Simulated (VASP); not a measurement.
All values below come from PBE GGA, VASP's PBE PAW potentials (set 64) (plane waves; VASP 6.6.1).

VASP input:

File KPOINTS:
```
k-points along high-symmetry lines
15
Line-mode
Reciprocal
  0.000000   0.000000   0.000000 ! GAMMA
  0.000000   0.500000   0.000000 ! X

  0.000000   0.500000   0.000000 ! X
  0.500000   0.500000   0.000000 ! M

  0.500000   0.500000   0.000000 ! M
  0.000000   0.000000   0.000000 ! GAMMA

  0.000000   0.000000   0.000000 ! GAMMA
  0.500000   0.500000   0.500000 ! R

  0.500000   0.500000   0.500000 ! R
  0.000000   0.500000   0.000000 ! X

  0.500000   0.500000   0.500000 ! R
  0.500000   0.500000   0.000000 ! M
```

INCAR:
```
# general
SYSTEM =Al3InSb4
PREC   =Accurate
ENCUT  =400
LREAL  =.False.
LASPH  =.True.
ICHARG =11

# electronic loop
EDIFF  =1E-6
NELM   =100
ALGO   =Normal
LMAXMIX=4

# smearing
ISMEAR =0
SIGMA  =0.05

# functional
GGA    =PE

# output
LWAVE  =.False.
LCHARG =.False.
```

**POSCAR**
```
Al3InSb4
1
    6.3279178956    -0.0000000000    -0.0000000000
    0.0000000000     6.3279178956     0.0000000000
   -0.0000000000     0.0000000000     6.3279178956
In Sb Al
1 4 3
Direct
  1.0000000000   0.0000000000   0.0000000000
  0.2583111914   0.2583111914   0.2583111914
  0.7416888086   0.7416888086   0.2583111914
  0.7416888086   0.2583111914   0.7416888086
  0.2583111914   0.7416888086   0.7416888086
  0.5000000000   0.5000000000   0.0000000000
  0.5000000000   0.0000000000   0.5000000000
  1.0000000000   0.5000000000   0.5000000000
```

POTCAR, in this order: In_d Sb Al (PBE.64 set). Program: vasp_std. Read from the step before: CHGCAR.

The run wrote:

**OUTCAR**
```
 ion  position               nearest neighbor table
   1  0.000  0.000  0.000-   2 2.83   3 2.83   4 2.83   5 2.83
   2  0.258  0.258  0.258-   6 2.71   7 2.71   8 2.71   1 2.83
   3  0.742  0.742  0.258-   6 2.71   7 2.71   8 2.71   1 2.83
   4  0.742  0.258  0.742-   6 2.71   7 2.71   8 2.71   1 2.83
   5  0.258  0.742  0.742-   6 2.71   7 2.71   8 2.71   1 2.83
   6  0.500  0.500  0.000-   2 2.71   3 2.71   4 2.71   5 2.71
   7  0.500  0.000  0.500-   2 2.71   3 2.71   4 2.71   5 2.71
   8  0.000  0.500  0.500-   2 2.71   3 2.71   4 2.71   5 2.71
  LATTYP: Found a simple cubic cell.
 ALAT       =     6.3279178956
 Subroutine PRICEL returns:
 Original cell was already a primitive cell.
 Subroutine GETGRP returns: Found 24 space group operations
The static configuration has the point symmetry T_d .
The dynamic configuration has the point symmetry T_d .
 Subroutine INISYM returns: Found 24 space group operations
   k-points           NKPTS =     90   k-points in BZ     NKDIM =     90   number of bands    NBANDS=     26
   number of dos      NEDOS =    301   number of ions     NIONS =      8
   total plane-waves  NPLWV =  74088
   dimension x,y,z NGX =    42 NGY =   42 NGZ =   42
   dimension x,y,z NGXF=    84 NGYF=   84 NGZF=   84
   ions per type =               1   4   3
   PREC   = accura    normal or accurate (medium, high low for compatibility)
   ISTART =      0    job   : 0-new  1-cont  2-samecut
   ICHARG =     11    charge: 1-file 2-atom 10-const
   ISPIN  =      1    spin polarized calculation?
   LNONCOLLINEAR =      F non collinear calculations
   LSORBIT =      F    spin-orbit coupling
   INIWAV =      1    electr: 0-lowe 1-rand  2-diag
   ENCUT  =  400.0 eV  29.40 Ry    5.42 a.u.  10.32 10.32 10.32*2*pi/ulx,y,z
   NELM   =    100;   NELMIN=  2; NELMDL= -5     # of ELM steps
   EDIFF  = 0.1E-05   stopping-criterion for ELM
   LREAL  =      F    real-space projection
   NLSPLINE    = F    spline interpolate recip. space projectors
   LMAXMIX     =    4 max onsite mixed and CHGCAR
   VOSKOWN=      0    Vosko Wilk Nusair interpolation
   EDIFFG = 0.1E-04   stopping-criterion for IOM
   NSW    =      0    number of steps for IOM
   NBLOCK =      1;   KBLOCK =      1    inner block; outer block
...
```

File OSZICAR:
```
       N       E                     dE             d eps       ncg     rms          rms(c)
DAV:   1     0.218207137187E+03    0.21821E+03   -0.13331E+04  4696   0.109E+03
DAV:   2    -0.904200923608E+01   -0.22725E+03   -0.22302E+03  5304   0.254E+02
DAV:   3    -0.293830775055E+02   -0.20341E+02   -0.19632E+02  6022   0.837E+01
DAV:   4    -0.299661738906E+02   -0.58310E+00   -0.58193E+00  5736   0.173E+01
DAV:   5    -0.299914405762E+02   -0.25267E-01   -0.25259E-01  7320   0.335E+00
DAV:   6    -0.299917552848E+02   -0.31471E-03   -0.31467E-03  5944   0.358E-01
DAV:   7    -0.299917713175E+02   -0.16033E-04   -0.16032E-04  7372   0.815E-02
DAV:   8    -0.299917715853E+02   -0.26780E-06   -0.26784E-06  5426   0.996E-03
   1 F= -.29991772E+02 E0= -.29991772E+02  d E =-.456637E-13
```

### OUTCAR
```
 val. band max:        4.4141961720   @ k =   0.0000   0.0000   0.0000

 cond. band min:       5.1879394619   @ k =   0.0000   0.0000   0.0000



 k-point     1 :       0.0000    0.0000    0.0000
  band No.  band energies     occupation
      1      -9.8797      2.00000
      2      -9.8797      2.00000
      3      -9.8797      2.00000
      4      -9.8074      2.00000
      5      -9.8074      2.00000
      6      -6.0156      2.00000
      7      -4.1811      2.00000
      8      -4.1811      2.00000
      9      -4.1811      2.00000
     10      -1.0927      2.00000
     11      -0.9810      2.00000
     12      -0.9810      2.00000
     13       2.2810      2.00000
     14       2.2810      2.00000
     15       2.2810      2.00000
     16       2.3779      2.00000
     17       2.3779      2.00000
     18       2.3779      2.00000
     19       4.4142      2.00000
     20       4.4142      2.00000
     21       4.4142      2.00000
     22       5.1879      0.00000
     23       5.3981      0.00000
     24       5.7880      0.00000
     25       5.7884      0.00000
     26       5.7911      0.00000

 k-point     2 :       0.0000    0.0357    0.0000
  band No.  band energies     occupation
      1      -9.8798      2.00000
      2      -9.8798      2.00000
      3      -9.8798      2.00000
      4      -9.8074      2.00000
      5      -9.8074      2.00000
      6      -6.0119      2.00000
      7      -4.1921      2.00000
      8      -4.1808      2.00000
      9      -4.1808      2.00000
     10      -1.0863      2.00000
     11      -0.9793      2.00000
     12      -0.9692      2.00000
     13       2.2718      2.00000
     14       2.2780      2.00000
     15       2.2780      2.00000
     16       2.3646      2.00000
     17       2.3773      2.00000
     18       2.3773      2.00000
     19       4.3294      2.00000
     20       4.4025      2.00000
     21       4.4025      2.00000
     22       5.2683      0.00000
     23       5.4155      0.00000
...
```

The density is held fixed in this step, so its total energy and stress have no physical meaning. Unless said otherwise, spin-orbit coupling is left out, though it shifts the bands of the heavy elements here.

The structure was generated: Al3InSb4 was put into an ordered model structure (P-43m), which need not be its known phase. It was relaxed first, which changed the volume by +5 %.
